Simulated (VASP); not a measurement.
```xyz
4
Lattice="3.0516 0.0000 0.0000 -1.5258 2.6427 0.0000 0.0000 0.0000 6.5522" Properties=species:S:1:pos:R:3 pbc="T T T"
Sn     0.0000     0.0000     0.0000
Sn     0.0000     0.0000     3.2761
O      0.0000     1.7618     1.6380
O      1.5258     0.8809     4.9141
```

All values below come from PBEsol GGA, VASP's PBE PAW potentials (set 64) (plane waves; VASP). Run with 620 eV cut-off, 12×12×5 Γ-centred mesh, first-order Methfessel-Paxton smearing of 0.10 eV, potentials Sn_d O.

Energy and stress use the plane-wave basis of the starting cell.

Task: The ions, cell shape and volume at an external pressure of 30.0 GPa are relaxed. Give the cell that the relaxation ends in.

Result: 
```xyz
4
Lattice="2.9753 0.0000 0.0000 -1.4877 2.5767 0.0000 0.0000 0.0000 6.5351" Properties=species:S:1:pos:R:3 pbc="T T T"
Sn    -1.4877     2.5767     0.0000
Sn    -1.4877     2.5767     3.2675
O      0.0000     1.7178     1.6338
O      1.4877     0.8589     4.9013
```
Space group P6_3/mmc (194), at a tolerance of 0.03 Å.

Task: How do energy and volume change from the first to the last step?

Result: The energy (σ→0) changes by +106.5 meV/atom and the volume by -5.2 %, in 6 ionic steps.

The structure was generated: SnO was put into the NiAs type type (P6_3/mmc), which need not be its known phase. This run relaxes it under an external pressure of 30 GPa. Symmetry was kept, so distortions that lower it aren't found.
